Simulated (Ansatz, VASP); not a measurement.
# Cross-check of In2S between VASP and Ansatz, part 2 of 2

Wanted: the spread between two codes on one cell, functional and k mesh. The cell is generated by rule, not measured, and may not be a known phase. The cell is taken from a series of runs on this material, whose earlier steps may have relaxed, scaled, displaced or heated it; both programs get it as it stands.

VASP 6.6.1 and Ansatz 0.2.0.

So far: Set-up; VASP: zone-centre phonons, PBEsol.

The structure was built from a prototype and need not be the compound's stable phase.

### 3. Ansatz: zone-centre phonons, PBEsol

Level of this step: Ansatz beside VASP: Kohn-Sham DFT, plane waves, PBEsol (Ansatz).

Ansatz runs on its default PAW (the set named soft_2) files.

The same cell, functional, mesh and smearing now go to Ansatz, which takes its cutoff from its data sets.

File input.yaml:

```yaml
crystal:
  lattice:
    - [0.0, 3.4890740757, 3.4890740757]
    - [3.4890740757, 0.0, 3.4890740757]
    - [3.4890740757, 3.4890740757, 0.0]
  atoms:
    - { symbol: S, position: [0.0, 0.0, 0.0] }
    - { symbol: In, position: [0.25, 0.25, 0.25] }
    - { symbol: In, position: [0.75, 0.75, 0.75] }
kpoints:
  mp_grid: { grid: [10, 10, 10] }
hamiltonian:
  xc: pbesol
scf:
  occupations: { method: methfessel_paxton, width: 0.15 }
output:
  eigenvalues: true
phonons:
  method: dfpt
  qmesh: [2, 2, 2]
  temperatures: { t_max: 1000, t_step: 50 }
  qpath:
    path:
      - [[0.0, 0.0, 0.0], [0.5, 0.0, 0.5], [0.625, 0.25, 0.625]]
      - [[0.375, 0.375, 0.75], [0.0, 0.0, 0.0], [0.5, 0.5, 0.5], [0.5, 0.25, 0.75], [0.5, 0.0, 0.5]]
    npoints: 10
```

The run is started by

```bash
$ ansatz run input.yaml --threads 4 --pin off --max-ram 7168MiB --backend cpu --events-out ev --progress --plain --runs-dir out
```

Numbers of over 12 decimals in the logs are rounded to 6 here.

The program printed:

```text
Warning: phonons: the dynamical matrix that this run interpolates holds no multipole term above the dipole-dipole one, and a site of this crystal is no centre of inversion, so its interpolated transverse optical and acoustic branches and sound speeds can stay off near Gamma, and the density of states and the thermodynamics with them. What a run solves at a wave vector of phonons.qpoints, Gamma apart, where the deck admits one, is free of this, and under fd what a larger phonons.supercell samples
Engine: ansatz 0.2.0, x86_64-unknown-linux-gnu
Pseudopotentials: kind: paw
Pseudopotential: S, paw, valence charge 6, recommended cutoff 420 eV (normal), S.paw.azcp
Pseudopotential: In, paw, valence charge 13, recommended cutoff 420 eV (normal), In.paw.azcp
Functional definition: PBEsol
  exchange = pbesol_x
  correlation = pbesol_c
Crystal: 3 atoms, lattice volume = 84.949 Å³
Basis set: ecut = 420 eV, 1639 PW (Γ), exchange–correlation on 72×72×72 points (8 copies of the dense FFT grid, shifted against one another)
Bands: 20, of which v1, the nominal top of the filled ones, is band 16 counted from 1 (15 counted from 0)
Symmetry: 48 space group operations
k-points: 47 of 1000
Non-local potential: S, projectors of the file, l = 0: 2, l = 1: 2, l = 2: 2
Non-local potential: In, projectors of the file, l = 0: 2, l = 1: 2, l = 2: 2, l = 3: 2
PAW form: soft (Blöchl's): semilocal exchange-correlation on the pseudo side does not see the compensation charge
PAW frozen core: S, regenerated for the run's functional, and the local potential with it (the file was generated under x = pbe(κ = 0.804, μ = 0.219515), c = pbe(β = 0.066725))
PAW frozen core: In, regenerated for the run's functional, and the local potential with it (the file was generated under x = pbe(κ = 0.804, μ = 0.219515), c = pbe(β = 0.066725))
PAW one-centre angular grid: S, 110 points (default); XC on 64 Gauss nodes
PAW one-centre angular grid: In, 590 points (default); XC on 64 Gauss nodes
Initial density: superposition of atomic densities (neutral atoms: chi_scale 0, normalization atom), corrected by the library's trained network
Initial wavefunctions: pseudopotential atomic-orbital guess
Functional: x = pbesol(κ = 0.804, μ = 0.123457), c = pbesol(β = 0.046)
SCF iter   1: F=—  HF=-11935.738572 eV  |F-HF|=—  |Δ(HF+E_count)|=         —  Δρ=4.09e-3  dr2=2.52e-2  ethr=1.77e-3  ⟨swp⟩=5.2  Hψ=4302  notcnv=0
preconditioner: auto → Kerker (q_TF=auto, 2.319 Å⁻¹)  [metal: Δε(μ)=0.072 eV  Ē_g=13.265 eV  σ=0.150 eV  W_gap=0.39  n_scr=14 (ndim 8)  ℏωp=22.8 eV  f_vac=0.034  D(μ)=0.63/eV (n_scr^D=0)]
SCF iter   2: F=—  HF=-11935.730634 eV  |F-HF|=—  |Δ(HF+E_count)|=   7.94e-3  S|Δr|=    0.00e0  Δρ=1.65e-3  dr2=3.15e-3  ethr=7.87e-5  ⟨swp⟩=1.1  Hψ=1319  notcnv=0
SCF iter   3: F=—  HF=-11935.730196 eV  |F-HF|=—  |Δ(HF+E_count)|=   4.38e-4  S|Δr|=    0.00e0  Δρ=4.26e-4  dr2=1.93e-4  ethr=9.86e-6  ⟨swp⟩=2.2  Hψ=1694  notcnv=0
SCF iter   4: F=—  HF=-11935.730278 eV  |F-HF|=—  |Δ(HF+E_count)|=   8.26e-5  S|Δr|=    0.00e0  Δρ=2.28e-4  dr2=8.17e-5  ethr=6.04e-7  ⟨swp⟩=2.2  Hψ=1091  notcnv=0
SCF iter   5: F=—  HF=-11935.730362 eV  |F-HF|=—  |Δ(HF+E_count)|=   8.42e-5  S|Δr|=    0.00e0  Δρ=8.14e-5  dr2=1.56e-5  ethr=2.55e-7  ⟨swp⟩=2.0  Hψ=1165  notcnv=0
SCF iter   6: F=—  HF=-11935.730381 eV  |F-HF|=—  |Δ(HF+E_count)|=   1.82e-5  S|Δr|=    0.00e0  Δρ=2.28e-5  dr2=9.13e-7  ethr=4.86e-8  ⟨swp⟩=2.0  Hψ=1164  notcnv=0
SCF iter   7: F=—  HF=-11935.730375 eV  |F-HF|=—  |Δ(HF+E_count)|=   5.09e-6  S|Δr|=    0.00e0  Δρ=4.58e-6  dr2=1.60e-8  ethr=2.85e-9  ⟨swp⟩=2.0  Hψ=1141  notcnv=0
SCF iter   8: F=—  HF=-11935.730375 eV  |F-HF|=—  |Δ(HF+E_count)|=   1.40e-8  S|Δr|=    0.00e0  Δρ=7.47e-7  dr2=3.37e-10  ethr=5.01e-11  ⟨swp⟩=2.0  Hψ=1210  notcnv=0
SCF iter   9: F=—  HF=-11935.730375 eV  |F-HF|=—  |Δ(HF+E_count)|=   1.14e-9  S|Δr|=    0.00e0  Δρ=1.69e-7  dr2=1.63e-11  ethr=1.05e-12  ⟨swp⟩=2.2  Hψ=1518  notcnv=0
SCF iter  10: F=-11935.730375 eV  HF=-11935.730375 eV  |F-HF|=7.28e-12  |Δ(HF+E_count)|=  2.73e-11  S|Δr|=    0.00e0  Δρ=1.91e-8  dr2=2.38e-13  ethr=1.00e-12  ⟨swp⟩=5.1  Hψ=4026  notcnv=0
SCF 1 converged in 10 iterations: F = -11935.730375 eV  dr2 = 2.38e-13
  greatest PAW one-centre occupation: 0.983 electrons in one spin orbital (limit 2), on the In atom at site 2 (counted from 0), in its partial waves of l = 2
Initial density: read from a saved state, or passed on in memory by an earlier SCF of this step, an earlier step, the calling program or the single point that the run made first
iter 1 solved again at ethr=2.86e-7 eV; its pass at ethr=3.10e-3 eV (dr2=9.16e-5 eV) is discarded
SCF iter   1: F=—  HF=-11935.730373 eV  |F-HF|=—  |Δ(HF+E_count)|=         —  Δρ=1.83e-6  dr2=1.44e-9  ethr=2.86e-7  ⟨swp⟩=2.4  Hψ=6477  notcnv=0
eigensolver tolerance schedule: the retry pair's looser diagonalisation over-reported the residual by 63774.59 of it (diagonalisation noise at an unbounded share of the residual, at the tolerance the schedule requests for it); recorded, not acted on — ethr = c·dr2/N_el stays at c = 1.0e-1
preconditioner: auto → Kerker (q_TF=auto, 2.319 Å⁻¹)  [metal: Δε(μ)=0.052 eV  Ē_g=13.300 eV  σ=0.150 eV  W_gap=0.28  n_scr=14 (ndim 8)  ℏωp=22.8 eV  f_vac=0.042  D(μ)=0.69/eV (n_scr^D=0)]
SCF iter   2: F=—  HF=-11935.730375 eV  |F-HF|=—  |Δ(HF+E_count)|=   2.36e-6  S|Δr|=    0.00e0  Δρ=1.26e-6  dr2=7.59e-10  ethr=4.49e-12  ⟨swp⟩=3.6  Hψ=2459  notcnv=0
SCF iter   3: F=—  HF=-11935.730375 eV  |F-HF|=—  |Δ(HF+E_count)|=  3.27e-10  S|Δr|=    0.00e0  Δρ=7.51e-7  dr2=2.60e-10  ethr=2.37e-12  ⟨swp⟩=2.0  Hψ=1494  notcnv=0
SCF iter   4: F=—  HF=-11935.730375 eV  |F-HF|=—  |Δ(HF+E_count)|=  1.35e-10  S|Δr|=    0.00e0  Δρ=3.53e-7  dr2=5.41e-11  ethr=1.00e-12  ⟨swp⟩=2.8  Hψ=1538  notcnv=0
SCF iter   5: F=—  HF=-11935.730375 eV  |F-HF|=—  |Δ(HF+E_count)|=  5.46e-12  S|Δr|=    0.00e0  Δρ=2.91e-7  dr2=3.68e-11  ethr=1.00e-12  ⟨swp⟩=1.0  Hψ=940  notcnv=0
SCF iter   6: F=-11935.730375 eV  HF=-11935.730375 eV  |F-HF|=1.82e-12  |Δ(HF+E_count)|=  2.00e-11  S|Δr|=    0.00e0  Δρ=1.29e-7  dr2=7.12e-12  ethr=1.00e-12  ⟨swp⟩=1.0  Hψ=2068  notcnv=0
SCF 2 converged in 6 iterations: F = -11935.730375 eV  dr2 = 7.12e-12
phonons: the bands overlap, so this run is a metal and interpolates without the dipole-dipole term. If the crystal is really an insulator or semiconductor, its LO-TO splitting is missing
NSCF: frozen V_eff on 47 k-points
NSCF: frozen V_eff on 102 k-points
DFPT response loops at q = (0, 0, 0) (fractional): preconditioner auto → Kerker (q_TF=auto, 2.319 Å⁻¹) (partly filled bands, converged f_vac=0.042); β = 1.00, the filter's whole step (`scf.mixing.beta` (0.50) is not read by the response loops under this deck's `scf.mixing.preconditioner`; to damp them name `kerker` or `kerker_dos`, under which they read `scf.mixing.beta`, and type it under 1.00, their step now; both keys bind the ground state too); Broyden in place of MSR1
NSCF: frozen V_eff on 564 k-points
DFPT response loops at q = (0, 0, -0.5) (fractional): mixed as the last ones told, above
NSCF: frozen V_eff on 342 k-points
DFPT response loops at q = (0, -0.5, -0.5) (fractional): mixed as the last ones told, above
SCF converged after 10 iterations
Stability not checked: this state was not tested for a lower state beside it, because cold or Methfessel-Paxton smearing, or corrected tetrahedra, fill the levels in a way that the test cannot read (fill_not_monotonic; see scf.lower_state_search)
Free energy (F): -11935.730375 eV
Harris-Foulkes:  -11935.730375 eV  (|F-HF|=7.28e-12)
Internal energy: -11935.729741 eV  (E = F + TS)
E sigma→0 (E₀):  -11935.730217 eV
Entropy (-TS):   -0.000634 eV (-0.211 meV/atom)
Fermi energy:    7.432970 eV
Step filling:    the computed levels leave a gap of 0.0522 eV = 0.3 smearing widths at the electron count; against every level under it full and every level over it empty, smearing changes F+E_penalty+E_count by +0.252 meV and its σ→0 estimate by +0.411 meV
--- Per-component energies (eV) ---
  E_band       = -115.223994
  E_kinetic    = 585.137893
  E_local      = -2640.752872  (includes V_loc(G=0)·N_el)
  E_nonlocal   = 763.763271
  E_hartree    = 1029.774849
  E_xc         = -523.855886
  E_vxc        = -287.253060  (∫ρ·V_xc dr)
  E_paw        = -8742.937674  (= ΣΔE_a)
  E_vpaw       = -595.668977  (= ΣTr[D̂ρ^β])
  E_aug_tail   = 0.000052  (compensation charges beyond the density's cutoff)
  E_ewald      = -2407.393128
  E_core_change = 0.533754  (= ΣΔE_core)
  E_smearing   = -0.000634  (= −TS)
  E_closure    = -0.000000  (closes the sum)
  Σ components = -11935.730375   (vs F -11935.730375, Δ=0.00e0)
--- Band table (eV; the first three rows and the last of 47) ---
  k-point 0: bands = [... 12 lower, 4.4537, 4.4537, 4.4537, 6.4965, 7.8604, 7.8604, 7.8604, 12.4343]
  k-point 1: bands = [... 12 lower, 4.3980, 4.3980, 4.4684, 6.0423, 7.9846, 7.9846, 8.6340, 11.9524]
  k-point 2: bands = [... 12 lower, 4.1225, 4.2675, 4.2675, 6.0691, 8.2732, 8.2732, 9.6566, 11.4460]
  k-point 46: bands = [... 12 lower, 1.6815, 2.9957, 5.9988, 7.0590, 7.3402, 8.5855, 10.8945, 11.5588]
--- Phonons (Γ-DFPT): 2 representative perturbations + reference (Σ response iterations 6) ---
  ASR residual: 4.203e-5 → 0.000e0 eV/Å²; symmetrization residual: 3.548e-6 eV/Å²
  ASR residual per site (eV/Å²): 1.03e-5 4.20e-5 4.20e-5
  Γ frequencies (cm⁻¹): 0.00 0.00 0.00 80.55 80.55 80.55 119.76 119.76 119.76
--- Phonons (arbitrary-q DFPT): 3 irreducible q on the 2×2×2 mesh ---
  q = [0.0000, 0.0000, 0.0000] (star 1, of the zone-centre solve; hermiticity 4.08e-6, symmetrization 7.23e-12): -0.00 -0.00 0.00 80.55 80.55 80.55 119.76 119.76 119.76
  q = [0.0000, 0.0000, -0.5000] (star 4, 2 solved perturbations on 282 of 1000 k-point pairs; hermiticity 3.98e-6, symmetrization 8.36e-12): -119.58 -52.21 -52.21 61.76 61.76 70.67 78.71 101.11 101.11
  q = [0.0000, -0.5000, -0.5000] (star 3, 4 solved perturbations in 546 linear systems a pass and spin channel, the states on 171 of 1000 k-point pairs; hermiticity 6.23e-6, symmetrization 2.83e-12): -131.30 -131.30 34.55 39.39 39.39 59.41 84.70 100.97 100.97
  sum rule: each row above includes the acoustic sum rule's correction from the zone centre's row sums; it moved no ω² by more than (0.32 cm⁻¹)²
  mesh force constants: q→R imaginary residual 4.62e-17; ASR residual 4.203e-5 → 0.000e0 eV/Å²; symmetrization residual 1.776e-15 eV/Å²
  interpolated dispersion: 62 rows × 9 modes
  density of states and harmonic sums: on the 16×16×16 q-mesh, interpolated from the force constants of a 2×2×2 supercell (no non-analytic term)
  largest difference from the sums on the solved wave vectors: F 1.83e-2 eV, S 3.19e-5 and C_V 1.36e-5 eV/K
  zero-point energy: 0.028854 eV/cell   skipped modes (ω ≤ 0): 394, of them read as no rigid motion or as one in doubt: 391 (2.782e0 modes/cell left out, lowest -131.30 cm⁻¹)   left out of the sums: 3.09e-1 of the cell's modes: C_V's classical limit lies that fraction below 3 k_B per atom; for a crystal, a wire or a layer, F and S can be off by more, and a phonons.interpolated_qmesh denser along its periods is the remedy for the sampling
```

### 4. Differences

Known differences besides the potentials themselves: VASP's run holds the zone centre alone; the cutoff is 420 eV in Ansatz and 500 eV in VASP; Ansatz makes its cores anew for this functional, VASP keeps those of its PBE data sets. Total energies have different zeros and are not compared.

The two programs side by side:

```tsv
quantity	Ansatz	VASP	difference
optical mode 1 to 3 (cm⁻¹)	80.5	81.5	-1.19 %
optical mode 4 to 6 (cm⁻¹)	119.8	120.7	-0.77 %
```

Modes are paired by rising frequency, not by their patterns, so a pair may set unlike modes beside each other; they are those without the splitting of longitudinal modes.

### 5. Outcome

```yaml
r_m_s_difference_of_the_optical_zone_centre_modes_each_program_s_sorted_by_frequency_zone_centre_phonons_pbesol: 0.95 cm⁻¹
difference_in_optical_mode_1_to_3_zone_centre_phonons_pbesol: -1.2 %
```

What this shows: The r.m.s. difference of the optical zone-centre modes, each program's sorted by frequency is 0.95 cm⁻¹ (zone-centre phonons, PBEsol). Among the rows given in per cent, the largest difference of the zone-centre phonons, PBEsol pair is in optical mode 1 to 3, -1.2 %. How closely two codes agree says nothing of how well the functional describes the real material.

[Lines on the potential files, build, host, timing and source positions are cut from VASP's logs without a mark.]

[Logs are printed without paths, hosts, clocks, repeated set-up lines and the standing remarks that a program may print on its own settings, such as how far it seeks lower states.]

[Hosts, paths, dates, database ids (printed as entryN), source tags and the programs' standing remarks are cut or masked in the printed files.]
